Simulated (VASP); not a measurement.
# HfBBr2 (P-3m1) in VASP: equation of state

How stiff is HfBBr2 in PBE, and what volume does it want? The cell is scaled to several volumes.

Everything below comes from runs of VASP 6.6.1. Logs are shortened: lines on timing, memory, paths and dates and some standing lists are left out, and cuts for length are marked.

## Step 1: The structure

It takes space group P-3m1 (No. 164, trigonal). The conventional cell has a = 4.843 Å, b = 4.843 Å, c = 4.627 Å, α = 90.00°, β = 90.00°, γ = 120.00°. Around Hf (site symmetry -3m) lie 2 B at 2.31 Å. Around B (site symmetry -3m) lie 2 Hf at 2.31 Å. Around Br (site symmetry 3m) lie 3 Hf at 2.92 Å and 3 B at 3.17 Å and 3 Br at 3.25 Å.

The cell was built by a generator and needn't be a form met in nature.

## Step 2: Equation of state, PBE, 22.09 Å³/atom (volume scaled by 0.94)

INCAR

```
SYSTEM = HfBBr2
PREC = Accurate ; ENCUT = 520
EDIFF = 1E-7 ; ISMEAR = -1
SIGMA = 0.05 ; LREAL = .FALSE.
LASPH = .TRUE. ; NELM = 60
ALGO = Normal ; ISIF = 2
LWAVE = .FALSE. ; LCHARG = .FALSE.
GGA = PE ; NBANDS = 22
```

KPOINTS

```
Automatic mesh
0
G
  6 6 6
  0 0 0
```

POSCAR

```
HfBBr2
1.0
    4.7441649121      0.0000000000      0.0000000000
   -2.3720873540      4.1085702613      0.0000000000
    0.0000000000      0.0000000000      4.5326722712
Hf B Br
1 1 2
Direct
    0.0000000000      0.0000000000      0.5000000000
    0.0000000000      0.0000000000      0.0000000000
    0.3333300000      0.6666700000      0.6794100000
    0.6666700000      0.3333300000      0.3205900000
```

Potentials or basis: VASP PAW PBE potentials, release 64 (Hf_pv, B, Br).

Command:

```
> cat potpaw_PBE.64/Hf_pv/POTCAR potpaw_PBE.64/B/POTCAR potpaw_PBE.64/Br/POTCAR > POTCAR
> mpirun -np 1 vasp_std > vasp.out
```

OUTCAR:

```text
SYSTEM = HfBBr2
   PREC = Accurate
   ENCUT = 520
   EDIFF = 1E-7
   ISMEAR = -1
   LREAL = .FALSE.
   LASPH = .TRUE.
   NELM = 60
   ISIF = 2
   GGA = PE

 Found     68 irreducible k-points:

 Following reciprocal coordinates:
            Coordinates               Weight
  0.000000  0.000000  0.000000      1.000000
  0.166667  0.000000  0.000000      4.000000
 -0.166667  0.166667  0.000000      2.000000
  0.333333  0.000000  0.000000      4.000000
 -0.333333  0.333333  0.000000      2.000000
  0.500000  0.000000  0.000000      2.000000
   k-points           NKPTS =     68   k-points in BZ     NKDIM =     68   number of bands    NBANDS=     22
   number of dos      NEDOS =    301   number of ions     NIONS =      4
   total plane-waves  NPLWV =  46656
   dimension x,y,z NGX =    36 NGY =   36 NGZ =   36
   dimension x,y,z NGXF=    72 NGYF=   72 NGZF=   72
   ions per type =               1   1   2
   NGX,Y,Z   is equivalent  to a cutoff of  12.62, 12.62, 13.20 a.u.
   NGXF,Y,Z  is equivalent  to a cutoff of  25.23, 25.23, 26.41 a.u.
 SYSTEM =  HfBBr2
   PREC   = accura    normal or accurate (medium, high low for compatibility)
   ISTART =      0    job   : 0-new  1-cont  2-samecut
   ICHARG =      2    charge: 1-file 2-atom 10-const
   ISPIN  =      1    spin polarized calculation?
   LNONCOLLINEAR =      F non collinear calculations
   LSORBIT =      F    spin-orbit coupling
   LASPH  =      T    aspherical Exc in radial PAW
   ENCUT  =  520.0 eV  38.22 Ry    6.18 a.u.   8.82  8.82  8.43*2*pi/ulx,y,z
   NELM   =     60;   NELMIN=  2; NELMDL= -5     # of ELM steps
   EDIFF  = 0.1E-06   stopping-criterion for ELM
   LREAL  =      F    real-space projection
   EDIFFG = 0.1E-05   stopping-criterion for IOM
   NSW    =      0    number of steps for IOM
   IBRION =     -1    ionic relax: 0-MD 1-quasi-New 2-CG
   NFREE  =      0    steps in history (QN), initial steepest desc. (CG)
   ISIF   =      2    stress and relaxation
   ISYM   =      2    0-nonsym 1-usesym 2-fastsym
   POTIM  = 0.5000    time-step for ionic-motion
   TEBEG  =    0.0;   TEEND  =   0.0 temperature during run
   PSTRESS=    0.0 pullay stress
   NELECT =      27.0000    total number of electrons
   NUPDOWN=      -1.0000    fix difference up-down
   EMIN   =  10.00;   EMAX   =-10.00  energy-range for DOS
   EFERMI =   0.00;   METHOD = LEGACY
   ISMEAR =    -1;   SIGMA  =   0.05  broadening in eV -4-tet -1-fermi 0-gaus
   EFERMI_NEDOS =   21; number of points for ismear=-14 and -15
   IALGO  =     38    algorithm
   IMIX   =      4    mixing-type and parameters
     AMIX     =   0.40;   BMIX     =  1.00
     AMIX_MAG =   1.60;   BMIX_MAG =  1.00
  volume/ion in A,a.u.               =      22.09       149.05
  Fermi-wavevector in a.u.,A,eV,Ry     =   1.102710  2.083819 16.544255  1.215968
  Thomas-Fermi vector in A             =   2.239157
   LORBIT       =      0    0 simple, 1 ext, 2 COOP (PROOUT), +10 PAW based schemes
   GGA     = PE    functional components
   LHFCALC =     F    Hartree Fock is set to
   AEXX    =    0.0000 exact exchange contribution
   IVDW    =     0    specifies the selected vdW correction
   LEPSILON=     F    determine dielectric tensor
   LRPA    =     F    only Hartree local field effects (RPA)
 non-spin polarized calculation
  energy-cutoff  :      520.00
  volume of cell :       88.35
 maximum number of plane-waves:      2415
   NGX = 17   NGY = 17   NGZ = 17

 number of electron      27.0000000 magnetization

 Free energy of the ion-electron system (eV)
  ---------------------------------------------------
  ext. energy  EPLUGINS =         0.00000000
  ---------------------------------------------------
  free energy    TOTEN  =       -18.85246967 eV

  energy without entropy =      -18.81847829  energy(sigma->0) =      -18.83547398

 E-fermi :   4.0305     XC(G=0):  -9.5982

 val. band max:        4.0183953507   @ k =   0.5000   0.3333   0.5000
 cond. band min:       4.0475351787   @ k =  -0.3333  -0.1667   0.3333
 fundamental gap:      0.0291398280
 Fermi energy:         4.0304737389

 k-point     1 :       0.0000    0.0000    0.0000
  band No.  band energies     occupation
      1     -27.5337      2.00000
      2     -27.5337      2.00000
      3     -27.1631      2.00000
      4     -13.1664      2.00000
      5     -11.6383      2.00000
      6      -2.8959      2.00000
[... 14 lines left out ...]
     21       9.6263      0.00000
     22      10.8359      0.00000

 k-point     2 :       0.1667    0.0000    0.0000
  band No.  band energies     occupation
      1     -27.5378      2.00000
      2     -27.5345      2.00000
      3     -27.1627      2.00000
      4     -13.0477      2.00000
      5     -11.7444      2.00000
      6      -2.9586      2.00000
[... 14 lines left out ...]
     21       9.5427      0.00000
     22      10.1129      0.00000

 k-point     3 :      -0.1667    0.1667    0.0000
  band No.  band energies     occupation
      1     -27.5378      2.00000
      2     -27.5345      2.00000
      3     -27.1627      2.00000
      4     -13.0477      2.00000
      5     -11.7444      2.00000
      6      -2.9586      2.00000
[... 14 lines left out ...]
     21       9.5427      0.00000
     22      10.1129      0.00000

 k-point     4 :       0.3333    0.0000    0.0000
  band No.  band energies     occupation
      1     -27.5460      2.00000
      2     -27.5360      2.00000
      3     -27.1618      2.00000
      4     -12.7544      2.00000
      5     -11.9964      2.00000
      6      -3.4022      2.00000
[... 14 lines left out ...]
     21       9.8289      0.00000
     22      10.4494      0.00000

 k-point     5 :      -0.3333    0.3333    0.0000
  band No.  band energies     occupation
      1     -27.5460      2.00000
      2     -27.5360      2.00000
      3     -27.1618      2.00000
      4     -12.7544      2.00000
      5     -11.9963      2.00000
      6      -3.4023      2.00000
[... 14 lines left out ...]
     21       9.8289      0.00000
     22      10.4494      0.00000

 k-point     6 :       0.5000    0.0000    0.0000
  band No.  band energies     occupation
      1     -27.5501      2.00000
      2     -27.5368      2.00000
      3     -27.1613      2.00000
      4     -12.5070      2.00000
      5     -12.2148      2.00000
      6      -3.7013      2.00000
[... 14 lines left out ...]
     21      10.4099      0.00000
     22      10.5755      0.00000

 [... further k-points ...]

------------------------ aborting loop because EDIFF is reached ----------------------------------------

  FORCE on cell =-STRESS in cart. coord.  units (eV):
  Direction    XX          YY          ZZ          XY          YZ          ZX
  --------------------------------------------------------------------------------------
  -------------------------------------------------------------------------------------
  Total        1.7669724      1.7671111      1.6381331      0.0001159     -0.0001948      0.0003374
  in kB       32.0431743     32.0456905     29.7067372      0.0021013     -0.0035325      0.0061180
  external PRESSURE =      31.2652007 kB  Pullay stress =       0.0000000 kB

 VOLUME and BASIS-vectors are now :
 -----------------------------------------------------------------------------
  energy-cutoff  :      520.00
  volume of cell :       88.35
      direct lattice vectors                 reciprocal lattice vectors
     4.744164912  0.000000000  0.000000000     0.210785253  0.121697087  0.000000000
    -2.372087354  4.108570261  0.000000000     0.000000000  0.243393671  0.000000000
     0.000000000  0.000000000  4.532672271     0.000000000  0.000000000  0.220620407

 POSITION                                       TOTAL-FORCE (eV/Angst)
 -----------------------------------------------------------------------------------
      0.00000      0.00000      2.26634        -0.000000      0.000000      0.000000
      0.00000      0.00000      0.00000         0.000000      0.000000      0.000000
     -0.00003      2.73906      3.07954         0.000165     -0.000095      0.137375
      2.37210      1.36951      1.45313        -0.000165      0.000095     -0.137375
 -----------------------------------------------------------------------------------
    total drift:                                0.000000      0.000000      0.000000

  FREE ENERGIE OF THE ION-ELECTRON SYSTEM (eV)
  ---------------------------------------------------
  free  energy   TOTEN  =       -18.8524696694 eV

  energy  without entropy=      -18.8184782879  energy(sigma->0) =      -18.83547398
```

Wall time 98 s (1 thread of Intel Xeon Platinum 8488C (Sapphire Rapids), shared host); peak memory 0.28 GiB.

What came out:

- Free energy: -18.8525 eV
- Pressure: 3.1 GPa
- Largest force: 0.137 eV/Å
- Band gap on the k mesh: none (metal or under the smearing width)

Caveat: an odd number of electrons without spin polarisation forces a metal; a magnetic or distorted state may lie lower.

## Step 3: Equation of state, PBE, 22.56 Å³/atom (volume scaled by 0.96)

INCAR

```
SYSTEM = HfBBr2
ALGO     = Normal         ! electronic algorithm
EDIFF    = 1E-7           ! SCF threshold, eV
ENCUT    = 520            ! plane-wave cutoff, eV
GGA      = PE             ! functional
ISIF     = 2              ! what is computed and relaxed
ISMEAR   = -1             ! smearing method
LASPH    = .True.         ! aspherical terms in the spheres
LCHARG   = .False.        ! write CHGCAR
LREAL    = .False.        ! projectors in reciprocal space
LWAVE    = .False.        ! write WAVECAR
NBANDS   = 22             ! bands
NELM     = 100            ! most SCF steps
PREC     = Accurate       ! precision mode
SIGMA    = 0.05           ! smearing width, eV
```

KPOINTS

```
k-points
0
Gamma
  6 6 6
  0 0 0
```

POSCAR

```
HfBBr2
1.0
    4.7775756249      0.0000000000      0.0000000000
   -2.3887927449      4.1375048080      0.0000000000
    0.0000000000      0.0000000000      4.5645935502
Hf B Br
1 1 2
Direct
    0.0000000000      0.0000000000      0.5000000000
    0.0000000000      0.0000000000      0.0000000000
    0.3333300000      0.6666700000      0.6794100000
    0.6666700000      0.3333300000      0.3205900000
```

Potentials or basis: VASP PAW PBE potentials, release 64 (Hf_pv, B, Br).

Command:

```
> cat potpaw_PBE.64/Hf_pv/POTCAR potpaw_PBE.64/B/POTCAR potpaw_PBE.64/Br/POTCAR > POTCAR
> mpirun -np 1 vasp_std > vasp.out
```

Run time: 2.2 min. Hardware: 1 thread of Intel Xeon Platinum 8488C (Sapphire Rapids), shared host; peak memory 0.29 GiB.

It converged, with:

| Property | Result |
| --- | --- |
| Free energy | -18.8812 eV |
| Pressure | 1.8 GPa |
| Largest force | 0.078 eV/Å |
| Band gap on the k mesh | none (metal or under the smearing width) |

Caveat: an odd number of electrons without spin polarisation forces a metal; a magnetic or distorted state may lie lower.

(Continued in part 2 of 2.)
